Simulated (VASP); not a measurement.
Input of a VASP 6.6.1 run:

File INCAR:

```
  PREC = Accurate
  ENCUT = 600
  EDIFF = 1E-6
  ISMEAR = -1
  SIGMA = 0.05
  LREAL = F
  LASPH = T
  NELM = 60
  ALGO = Normal
  ISIF = 3
  LWAVE = F
  LCHARG = F
  GGA = PS
  IVDW = 12
  IBRION = 2
  NSW = 40
  EDIFFG = -0.005
```

File KPOINTS:

```
regular mesh
0
Gamma
  5 5 5
```

The input POSCAR:

```
Zn6C
1.0
   -3.1573100000      3.1573100000      3.1573100000
    3.1573100000     -3.1573100000      3.1573100000
    3.1573100000      3.1573100000     -3.1573100000
Zn C
6 1
Direct
    0.0000000000      0.3204500000      0.3204500000
    0.0000000000      0.6795500000      0.6795500000
    0.3204500000      0.0000000000      0.3204500000
    0.6795500000      0.0000000000      0.6795500000
    0.3204500000      0.3204500000      0.0000000000
    0.6795500000      0.6795500000      0.0000000000
    0.0000000000      0.0000000000      0.0000000000
```

Potentials or basis: VASP PAW PBE potentials, release 64 (Zn, C).

Launch:

```sh
$ cat potpaw_PBE.64/Zn/POTCAR potpaw_PBE.64/C/POTCAR > POTCAR
$ mpirun -np 1 vasp_std > vasp.out
```

(1) Estimate the dispersion energy per atom.

(2) Estimate the band gap on the k mesh.

(3) Estimate the space group after relaxing (to 0.05 Å).

(4) Predict the relaxed cell.

Answers

(1) -0.270 eV.

(2) none (metal or under the smearing width).

(3) Im-3m (No. 229).

(4) a = 5.325 Å, b = 5.325 Å, c = 5.325 Å, α = 109.47°, β = 109.47°, γ = 109.47°.
